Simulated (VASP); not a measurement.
Calculation: PBEsol GGA, VASP's PBE PAW potentials (set 64) (plane waves; VASP 6.6.1).

A VASP calculation is set up with these files.

### INCAR
```
# general
SYSTEM  = GdBi
PREC    = Accurate
ENCUT   = 480
LREAL   = .FALSE.
LASPH   = .TRUE.

# electronic loop
EDIFF   = 1E-7
NELM    = 100
ALGO    = Normal
LMAXMIX = 6

# smearing
ISMEAR  = 1
SIGMA   = 0.1

# functional
GGA     = PS

# ions
ISIF    = 2

# output
LWAVE   = .FALSE.
LCHARG  = .FALSE.
```

### POSCAR
```
GdBi
3.4168480
  1.0000000106   0.0000000000   0.0000000000
  0.0000000000   0.9852216853   0.0000000000
  0.0000000000   0.0000000000   3.2996323921
Gd Bi
2 2
Direct
  0.0000000000   0.5000000000   0.0000000000
  0.5000000000   0.0000000000   0.5000000000
  0.0000000000   0.0000000000   0.2500000000
  0.0000000000   0.0000000000   0.7500000000
```

### KPOINTS
```
Automatic mesh
0
Gamma
  8 8 4
```

POTCAR, in this order: Gd_3 Bi_d (PBE.64 set). Program: vasp_std.

Task: What will the output report for the number of irreducible k-points (NKPTS), number of bands (NBANDS), largest plane-wave count, number of space-group operations, FFT grid (NGX, NGY, NGZ)?

Result: 
```yaml
number of irreducible k-points (NKPTS): 75
number of bands (NBANDS): 28
largest_plane_wave_count: 3128
number_of_space_group_operations: 8
FFT grid (NGX, NGY, NGZ): 24 × 24 × 84
```

The structure was generated: GdBi was put into the PtS type (P4_2/mmc), which need not be its known phase. This cell was strained or had an atom moved on purpose. The 4f electrons are frozen in the core of the lanthanide potential, so 4f levels, which can set the real gap, and their magnetism are missing.
